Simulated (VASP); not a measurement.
Computed with PBEsol GGA, VASP's PBE PAW potentials (set 64) (plane waves; VASP).

A VASP calculation is set up with these files.

**POSCAR**
```
MoS2
1
    1.5334027158    -2.6559307225     0.0000000000
    1.5334027158     2.6559307225     0.0000000000
    0.0000000000     0.0000000000    11.3390907063
Mo S
2 4
Direct
  0.3333330000   0.6666670000   0.2500000000
  0.6666670000   0.3333330000   0.7500000000
  0.3333330000   0.6666670000   0.8883237630
  0.6666670000   0.3333330000   0.3883237630
  0.6666670000   0.3333330000   0.1116762370
  0.3333330000   0.6666670000   0.6116762370
```

INCAR:
```
SYSTEM = MoS2
PREC = Accurate
ENCUT = 500
EDIFF = 1E-6
NELM = 100
ALGO = Normal
LREAL = .FALSE.
LASPH = .TRUE.
ISMEAR = 0
SIGMA = 0.05
GGA = PS
LMAXMIX = 4
LWAVE = .FALSE.
LCHARG = .FALSE.
IBRION = 2
ISIF = 3
NSW = 40
EDIFFG = -0.02
PSTRESS = 200
```

KPOINTS:
```
Automatic mesh
0
Gamma
8 8 2
0 0 0
```

POTCAR, in this order: Mo_sv S (PBE.64 set). Program: vasp_std.

The run wrote:

**OUTCAR**
```
 ion  position               nearest neighbor table
   1  0.333  0.667  0.250-   4 2.37   5 2.37   4 2.37   5 2.37   4 2.37   5 2.37
   2  0.667  0.333  0.750-   3 2.37   6 2.37   3 2.37   6 2.37   3 2.37   6 2.37
   3  0.333  0.667  0.888-   2 2.37   2 2.37   2 2.37
   4  0.667  0.333  0.388-   1 2.37   1 2.37   1 2.37
   5  0.667  0.333  0.112-   1 2.37   1 2.37   1 2.37
   6  0.333  0.667  0.612-   2 2.37   2 2.37   2 2.37
  LATTYP: Found a hexagonal cell.
 ALAT       =     3.0668048343
 C/A-ratio  =     3.6973629947
 Subroutine PRICEL returns:
 Original cell was already a primitive cell.
 Subroutine GETGRP returns: Found 24 space group operations
The static configuration has the point symmetry D_3d.
 The point group associated with its full space group is D_6h.
The dynamic configuration has the point symmetry D_3d.
 Subroutine INISYM returns: Found 24 space group operations
 Subroutine IBZKPT returns following result:
 Found     20 irreducible k-points:

 Following reciprocal coordinates:
            Coordinates               Weight
  0.000000  0.000000  0.000000      1.000000
  0.125000  0.000000  0.000000      6.000000
  0.250000  0.000000  0.000000      6.000000
  0.375000  0.000000  0.000000      6.000000
  0.500000  0.000000  0.000000      3.000000
  0.125000  0.125000  0.000000      6.000000
  0.250000  0.125000  0.000000     12.000000
  0.375000  0.125000  0.000000     12.000000
  0.250000  0.250000  0.000000      6.000000
  0.375000  0.250000  0.000000      6.000000
  0.000000  0.000000  0.500000      1.000000
  0.125000  0.000000  0.500000      6.000000
  0.250000  0.000000  0.500000      6.000000
  0.375000  0.000000  0.500000      6.000000
  0.500000  0.000000  0.500000      3.000000
  0.125000  0.125000  0.500000      6.000000
  0.250000  0.125000  0.500000     12.000000
  0.375000  0.125000  0.500000     12.000000
  0.250000  0.250000  0.500000      6.000000
  0.375000  0.250000  0.500000      6.000000
   k-points           NKPTS =     20   k-points in BZ     NKDIM =     20   number of bands    NBANDS=     31
   number of dos      NEDOS =    301   number of ions     NIONS =      6
   total plane-waves  NPLWV =  48384
   dimension x,y,z NGX =    24 NGY =   24 NGZ =   84
   dimension x,y,z NGXF=    48 NGYF=   48 NGZF=  168
   ions per type =               2   4
   PREC   = accura    normal or accurate (medium, high low for compatibility)
   ISTART =      0    job   : 0-new  1-cont  2-samecut
   ICHARG =      2    charge: 1-file 2-atom 10-const
   ISPIN  =      1    spin polarized calculation?
   LNONCOLLINEAR =      F non collinear calculations
   LSORBIT =      F    spin-orbit coupling
   INIWAV =      1    electr: 0-lowe 1-rand  2-diag
   ENCUT  =  500.0 eV  36.75 Ry    6.06 a.u.   5.59  5.59 20.67*2*pi/ulx,y,z
   NELM   =    100;   NELMIN=  2; NELMDL= -5     # of ELM steps
   EDIFF  = 0.1E-05   stopping-criterion for ELM
   LREAL  =      F    real-space projection
   NLSPLINE    = F    spline interpolate recip. space projectors
   LMAXMIX     =    4 max onsite mixed and CHGCAR
   VOSKOWN=      0    Vosko Wilk Nusair interpolation
   EDIFFG = -.2E-01   stopping-criterion for IOM
   NSW    =     40    number of steps for IOM
   NBLOCK =      1;   KBLOCK =     40    inner block; outer block
   IBRION =      2    ionic relax: 0-MD 1-quasi-New 2-CG
   NFREE  =      1    steps in history (QN), initial steepest desc. (CG)
   ISIF   =      3    stress and relaxation
   ISYM   =      2    0-nonsym 1-usesym 2-fastsym
   TEIN   =    0.0    initial temperature
   TEBEG  =    0.0;   TEEND  =   0.0 temperature during run
   SMASS  =  -3.00    Nose mass-parameter (am)
   PSTRESS=  200.0 pullay stress
   NELECT =      52.0000    total number of electrons
   EFERMI =   0.00;   METHOD = LEGACY
...
```

### OSZICAR
```
...
DAV:   2    -0.455691278321E+02    0.73431E+01   -0.30798E+01  1343   0.423E+01    0.958E+00
DAV:   3    -0.445687203306E+02    0.10004E+01   -0.32949E+00  1412   0.990E+00    0.366E+00
DAV:   4    -0.444150221609E+02    0.15370E+00   -0.71568E-01  1394   0.575E+00    0.392E+00
DAV:   5    -0.443999543057E+02    0.15068E-01   -0.70763E-02  1497   0.181E+00    0.249E+00
DAV:   6    -0.443968149299E+02    0.31394E-02   -0.39274E-02  1450   0.996E-01    0.313E-01
DAV:   7    -0.443961907138E+02    0.62422E-03   -0.91854E-03  1436   0.641E-01    0.134E-01
DAV:   8    -0.443961419593E+02    0.48754E-04   -0.36333E-04  1519   0.119E-01    0.922E-02
DAV:   9    -0.443961431598E+02   -0.12005E-05   -0.25077E-05  1432   0.324E-02    0.307E-02
DAV:  10    -0.443961418264E+02    0.13335E-05   -0.87674E-06  1512   0.197E-02    0.131E-02
DAV:  11    -0.443961416424E+02    0.18400E-06   -0.59000E-07   851   0.422E-03
   2 F= -.34397907E+02 E0= -.34397437E+02  d E =0.628936E+00
       N       E                     dE             d eps       ncg     rms          rms(c)
DAV:   1    -0.510412323949E+02   -0.66451E+01   -0.12349E+02  1289   0.942E+01    0.263E+01
DAV:   2    -0.475740713908E+02    0.34672E+01   -0.36063E+01  1401   0.396E+01    0.946E+00
DAV:   3    -0.463641880881E+02    0.12099E+01   -0.82669E+00  1344   0.133E+01    0.591E+00
DAV:   4    -0.462433080748E+02    0.12088E+00   -0.80396E-01  1275   0.562E+00    0.151E+00
DAV:   5    -0.462155526181E+02    0.27755E-01   -0.19079E-01  1396   0.253E+00    0.117E+00
DAV:   6    -0.462176813488E+02   -0.21287E-02   -0.15290E-02  1487   0.716E-01    0.391E-01
DAV:   7    -0.462179185821E+02   -0.23723E-03   -0.34934E-03  1331   0.356E-01    0.244E-01
DAV:   8    -0.462178566805E+02    0.61902E-04   -0.46339E-04  1680   0.118E-01    0.132E-01
DAV:   9    -0.462178625733E+02   -0.58928E-05   -0.57111E-05  1220   0.348E-02    0.629E-02
DAV:  10    -0.462178623423E+02    0.23104E-06   -0.13547E-06  1001   0.707E-03
   3 F= -.35151066E+02 E0= -.35151066E+02  d E =-.124223E+00
       N       E                     dE             d eps       ncg     rms          rms(c)
DAV:   1    -0.462030589762E+02    0.14804E-01   -0.24528E-02  1289   0.130E+00    0.435E-01
DAV:   2    -0.462022993089E+02    0.75967E-03   -0.51599E-03  1444   0.492E-01    0.121E-01
DAV:   3    -0.462021380467E+02    0.16126E-03   -0.11384E-03  1388   0.151E-01    0.580E-02
DAV:   4    -0.462021080690E+02    0.29978E-04   -0.15461E-04  1355   0.821E-02    0.226E-02
DAV:   5    -0.462021094929E+02   -0.14239E-05   -0.25962E-05  1559   0.294E-02    0.288E-02
DAV:   6    -0.462021124266E+02   -0.29337E-05   -0.95860E-06  1212   0.148E-02    0.602E-03
DAV:   7    -0.462021123650E+02    0.61634E-07   -0.12993E-06   690   0.848E-03
   4 F= -.35151241E+02 E0= -.35151241E+02  d E =-.124398E+00
       N       E                     dE             d eps       ncg     rms          rms(c)
DAV:   1    -0.462009353838E+02    0.11770E-02   -0.77333E+00  1324   0.183E+01    0.336E+00
DAV:   2    -0.460985287988E+02    0.10241E+00   -0.73492E-01  1418   0.580E+00    0.178E+00
DAV:   3    -0.460798261324E+02    0.18703E-01   -0.60983E-02  1577   0.120E+00    0.877E-01
DAV:   4    -0.460757610634E+02    0.40651E-02   -0.15964E-02  1345   0.819E-01    0.828E-01
DAV:   5    -0.460751014343E+02    0.65963E-03   -0.30824E-03  1469   0.296E-01    0.211E-01
DAV:   6    -0.460750672797E+02    0.34155E-04   -0.89938E-04  1506   0.136E-01    0.577E-02
DAV:   7    -0.460750512961E+02    0.15984E-04   -0.15938E-04  1518   0.743E-02    0.168E-02
DAV:   8    -0.460750517562E+02   -0.46003E-06   -0.79553E-06  1279   0.141E-02
   5 F= -.35209851E+02 E0= -.35209850E+02  d E =-.586096E-01
       N       E                     dE             d eps       ncg     rms          rms(c)
DAV:   1    -0.460339293334E+02    0.41122E-01   -0.72243E-01  1317   0.561E+00    0.103E+00
DAV:   2    -0.460243962292E+02    0.95331E-02   -0.70834E-02  1447   0.180E+00    0.571E-01
DAV:   3    -0.460225468619E+02    0.18494E-02   -0.61679E-03  1560   0.378E-01    0.272E-01
DAV:   4    -0.460221428891E+02    0.40397E-03   -0.16330E-03  1366   0.262E-01    0.256E-01
DAV:   5    -0.460220947896E+02    0.48099E-04   -0.26678E-04  1475   0.868E-02    0.719E-02
DAV:   6    -0.460220938155E+02    0.97407E-06   -0.10543E-04  1482   0.450E-02    0.183E-02
DAV:   7    -0.460220921523E+02    0.16632E-05   -0.18621E-05  1519   0.258E-02    0.589E-03
DAV:   8    -0.460220922797E+02   -0.12740E-06   -0.80431E-07   823   0.472E-03
   6 F= -.35213156E+02 E0= -.35213155E+02  d E =-.619148E-01
       N       E                     dE             d eps       ncg     rms          rms(c)
DAV:   1    -0.460716890410E+02   -0.49597E-01   -0.38975E+00  1255   0.127E+01    0.200E+00
DAV:   2    -0.460208456615E+02    0.50843E-01   -0.50421E-01  1517   0.413E+00    0.161E+00
DAV:   3    -0.460072520646E+02    0.13594E-01   -0.44578E-02  1436   0.122E+00    0.537E-01
DAV:   4    -0.460028961906E+02    0.43559E-02   -0.18768E-02  1468   0.746E-01    0.285E-01
DAV:   5    -0.460028190671E+02    0.77123E-04   -0.82507E-04  1486   0.168E-01    0.146E-01
DAV:   6    -0.460027843814E+02    0.34686E-04   -0.23479E-04  1510   0.825E-02    0.615E-02
DAV:   7    -0.460027823647E+02    0.20167E-05   -0.43702E-05  1455   0.358E-02    0.410E-02
DAV:   8    -0.460027813420E+02    0.10227E-05   -0.90582E-06  1328   0.178E-02    0.157E-02
DAV:   9    -0.460027813715E+02   -0.29484E-07   -0.42225E-07   760   0.428E-03
   7 F= -.35229946E+02 E0= -.35229899E+02  d E =-.167895E-01
       N       E                     dE             d eps       ncg     rms          rms(c)
DAV:   1    -0.459985851236E+02    0.41962E-02   -0.25045E-01  1255   0.323E+00    0.516E-01
DAV:   2    -0.459953457970E+02    0.32393E-02   -0.33195E-02  1540   0.106E+00    0.415E-01
DAV:   3    -0.459944444454E+02    0.90135E-03   -0.29690E-03  1437   0.314E-01    0.141E-01
DAV:   4    -0.459941621727E+02    0.28227E-03   -0.13251E-03  1475   0.198E-01    0.776E-02
DAV:   5    -0.459941595313E+02    0.26414E-05   -0.46990E-05  1439   0.393E-02    0.433E-02
DAV:   6    -0.459941572627E+02    0.22686E-05   -0.18928E-05  1535   0.235E-02    0.228E-02
DAV:   7    -0.459941577211E+02   -0.45833E-06   -0.29927E-06   992   0.936E-03
   8 F= -.35230705E+02 E0= -.35230613E+02  d E =-.175488E-01
       N       E                     dE             d eps       ncg     rms          rms(c)
DAV:   1    -0.459826988122E+02    0.11458E-01   -0.22548E-02  1275   0.117E+00    0.420E-01
DAV:   2    -0.459822688593E+02    0.42995E-03   -0.43705E-03  1464   0.420E-01    0.114E-01
DAV:   3    -0.459821615381E+02    0.10732E-03   -0.14369E-03  1379   0.174E-01    0.944E-02
DAV:   4    -0.459821206197E+02    0.40918E-04   -0.14900E-04  1406   0.782E-02    0.262E-02
DAV:   5    -0.459821183320E+02    0.22878E-05   -0.48226E-05  1516   0.385E-02    0.169E-02
DAV:   6    -0.459821197325E+02   -0.14005E-05   -0.34401E-06  1187   0.112E-02    0.831E-03
DAV:   7    -0.459821205218E+02   -0.78929E-06   -0.70587E-07   711   0.564E-03
   9 F= -.35230619E+02 E0= -.35230519E+02  d E =0.859932E-04
       N       E                     dE             d eps       ncg     rms          rms(c)
DAV:   1    -0.459901630446E+02   -0.80433E-02   -0.92567E-03  1275   0.747E-01    0.269E-01
DAV:   2    -0.459899872554E+02    0.17579E-03   -0.18532E-03  1457   0.272E-01    0.730E-02
DAV:   3    -0.459899397217E+02    0.47534E-04   -0.61318E-04  1358   0.113E-01    0.619E-02
DAV:   4    -0.459899219888E+02    0.17733E-04   -0.61729E-05  1419   0.504E-02    0.176E-02
DAV:   5    -0.459899191400E+02    0.28488E-05   -0.20703E-05  1501   0.253E-02    0.108E-02
DAV:   6    -0.459899179300E+02    0.12101E-05   -0.13034E-06   817   0.730E-03    0.475E-03
DAV:   7    -0.459899174227E+02    0.50722E-06   -0.38799E-07   676   0.393E-03
  10 F= -.35230741E+02 E0= -.35230647E+02  d E =-.365298E-04
```

OUTCAR:
```
------------------------ aborting loop because EDIFF is reached ----------------------------------------
  FORCE on cell =-STRESS in cart. coord.  units (eV):
  Direction    XX          YY          ZZ          XY          YZ          ZX
  --------------------------------------------------------------------------------------
  Total       10.8006462     10.8006369     10.7613032      0.0000000      0.0000000      0.0000000
  in kB      200.7708773    200.7707044    200.0395389      0.0000000      0.0000000      0.0000000
  external PRESSURE =       0.5270402 kB  Pullay stress =     200.0000000 kB
  volume of cell :       86.19
      direct lattice vectors                 reciprocal lattice vectors
     1.504957061 -2.606660969  0.000000000     0.332235393 -0.191816276  0.000000000
     1.504957061  2.606660969  0.000000000     0.332235393  0.191816276  0.000000000
    -0.000000000  0.000000000 10.985528392    -0.000000000 -0.000000000  0.091028849
 POSITION                                       TOTAL-FORCE (eV/Angst)
 -----------------------------------------------------------------------------------
      1.50496      0.86889      2.74638        -0.000000      0.000000     -0.000000
      1.50496     -0.86889      8.23915         0.000000     -0.000000     -0.000000
      1.50496      0.86889      9.81240         0.000000     -0.000000     -0.003244
      1.50496     -0.86889      4.31964        -0.000000     -0.000000     -0.003244
      1.50496     -0.86889      1.17312        -0.000000      0.000000      0.003244
      1.50496      0.86889      6.66589        -0.000000      0.000000      0.003244
 -----------------------------------------------------------------------------------
    total drift:                               -0.000170      0.001475     -0.000031
  FREE ENERGIE OF THE ION-ELECTRON SYSTEM (eV)
  ---------------------------------------------------
  free  energy   TOTEN  =       -45.9899174227 eV

  energy  without entropy=      -45.9897290609  energy(sigma->0) =      -45.98982324
  enthalpy is  TOTEN    =       -35.2307412756 eV   P V=       10.7591761471

 reached required accuracy - stopping structural energy minimisation
```
(Selected blocks of OUTCAR.)

### CONTCAR
```
MoS2
   1.00000000000000
     1.5049570606733813   -2.6066609693970055    0.0000000000000000
     1.5049570606733813    2.6066609693970055    0.0000000000000000
    -0.0000000000000000    0.0000000000000000   10.9855283920556968
  Mo              S
     2     4
Direct
     0.3333330000000032    0.6666669999999968    0.2500000000000000
     0.6666669999999968    0.3333330000000032    0.7500000000000000
     0.3333330000000032    0.6666669999999968    0.8932118290296810
     0.6666669999999968    0.3333330000000032    0.3932118290296808
     0.6666669999999968    0.3333330000000032    0.1067881709703191
     0.3333330000000032    0.6666669999999968    0.6067881709703190
```

Energy and stress use the plane-wave basis of the starting cell. Without a dispersion term in the relaxation, distances and binding between the weakly bound layers, chains or molecules are unreliable, and so is what depends on them.

The compound is MoS2 in the 2H layered structure. This run relaxes it under an external pressure of 20 GPa. Symmetry was kept, so distortions that lower it aren't found.
